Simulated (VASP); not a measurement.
SiC (zinc blende): computed properties

These are PBEsol GGA, VASP's PBE PAW potentials (set 64) (plane waves; VASP 6.6.1) values and carry that method's errors.

* **space group**: F-43m (216)
* **cell**: a = 4.3600 Å, b = 4.3600 Å, c = 4.3600 Å, α = 90.00°, β = 90.00°, γ = 90.00°
* **volume per atom**: 10.36 Å³/atom
* **band gap (over mesh and band path)**: 1.24 eV
* **smallest direct gap (over mesh and band path)**: 4.44 eV
* **band-edge character**: indirect, Γ to X
* **density**: 3.21 g/cm³
* **mean ε∞ (DFPT)**: 7.11
* **mean ε∞ (independent particles)**: 7.36

```cif
data_C4Si4
_chemical_formula_sum 'Si4 C4'
_space_group_name_H-M_alt 'F-43m'
_space_group_IT_number 216
_space_group_name_Hall 'F -4 2 3'
_cell_length_a 4.36000
_cell_length_b 4.36000
_cell_length_c 4.36000
_cell_angle_alpha 90.000
_cell_angle_beta 90.000
_cell_angle_gamma 90.000
loop_
_atom_site_label
_atom_site_type_symbol
_atom_site_symmetry_multiplicity
_atom_site_Wyckoff_symbol
_atom_site_fract_x
_atom_site_fract_y
_atom_site_fract_z
_atom_site_occupancy
Si1 Si 4 a 0.00000 0.00000 0.00000 1
C1 C 4 d 0.75000 0.75000 0.75000 1
```
(The calculation used a cell of 2 atoms; values per cell refer to that cell.)

Measured: gap 2.53 eV (computed value off by -1.29 eV), as given by Wei Chen et al., Physical Review Materials (2018), doi:10.1103/physrevmaterials.2.073803 [zero-point renormalisation of 0.11 eV added back (the table's ZPR column)]; a 4.346 Å at 0 K (computed value off by +0.3 %), as given by Daniel Mejia-Rodriguez et al., Physical Review B (2018), arXiv:1807.09216 [static lattice: zero-point anharmonic expansion removed]; ε∞ 6.52 (computed value off by +9.1 %), as given by Jonathan H. Skone et al., Physical Review B (2014), arXiv:1501.03184.

The compound is SiC in the zinc blende structure. The cell was not relaxed at this level.
